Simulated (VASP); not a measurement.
Data:

```yaml
crystal:
  lattice:
    - [0.00000, 2.31037, 2.31037]
    - [2.31037, 0.00000, 2.31037]
    - [2.31037, 2.31037, 0.00000]
  atoms:
    - { symbol: Hf, position: [0.00000, 0.00000, 0.00000] }
    - { symbol: C, position: [0.50000, 0.50000, 0.50000] }
```

Method: PBE GGA with D3 dispersion (zero damping), VASP's PBE PAW potentials (set 64) (plane waves; VASP). Run with 520 eV cut-off, Gaussian smearing of 0.050 eV, potentials Hf_pv C.

Q: Give the energies of bands 5 to 10 at the high-symmetry points, in eV from the Fermi level.

A: 
| band | Γ | X | U | L | W |
|---|---|---|---|---|---|
| 5 | 0.99 | -2.59 | -3.56 | -6.24 | -3.06 |
| 6 | 0.99 | -1.85 | -2.74 | -3.06 | -2.73 |
| 7 | 0.99 | -0.10 | -1.68 | -3.06 | -2.73 |
| 8 | 1.38 | -0.10 | 1.57 | 5.41 | 3.71 |
| 9 | 1.38 | 5.40 | 5.88 | 5.41 | 3.71 |
| 10 | 1.38 | 6.87 | 6.28 | 5.89 | 6.88 |

It has no gap at this level: it comes out as a metal or semimetal.

The compound is HfC in the rock salt structure. It was relaxed first.
